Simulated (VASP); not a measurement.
Here is the system:

```
BaO
1.0
    3.80683     0.00000     0.00000
   -1.90341     3.29681     0.00000
    0.00000     0.00000     6.72049
Ba O
2 2
Direct
  0.00000   0.00000   0.00000
  0.00000   0.00000   0.50000
  0.33333   0.66667   0.25000
  0.66667   0.33333   0.75000
```

Method: PBEsol GGA, VASP's PBE PAW potentials (set 64) (plane waves; VASP). Settings: 520 eV cut-off, Gaussian smearing of 0.050 eV, potentials Ba_sv O.

Unless said otherwise, spin-orbit coupling is left out, though it shifts the bands of the heavy elements here.

Task: Give the energies of bands 11 to 19 at the high-symmetry points, in eV from the valence-band maximum.

Result: 
```tsv
band	Γ	M	K	A	L	H
11	-1.89	-2.15	-1.46	-1.28	-1.18	-1.81
12	-1.37	-1.79	-1.46	-1.28	-1.18	-1.81
13	-1.37	-1.50	-1.32	-0.90	-1.05	-0.49
14	-0.36	-0.31	-0.88	-0.90	-1.05	-0.49
15	-0.36	-0.20	-0.88	-0.90	-0.85	-0.48
16	-0.36	-0.12	0.00	-0.90	-0.85	-0.48
17	2.12	2.26	4.47	3.99	3.47	5.12
18	3.67	4.29	4.58	3.99	3.47	5.12
19	5.11	5.39	4.58	5.74	6.92	5.40
```

The gap is indirect, 2.12 eV, from the valence maximum at K to the conduction minimum at Γ.

The structure was generated: BaO was put into the NiAs type type (P6_3/mmc), which need not be its known phase. It was relaxed first, which changed the volume by -22 %.
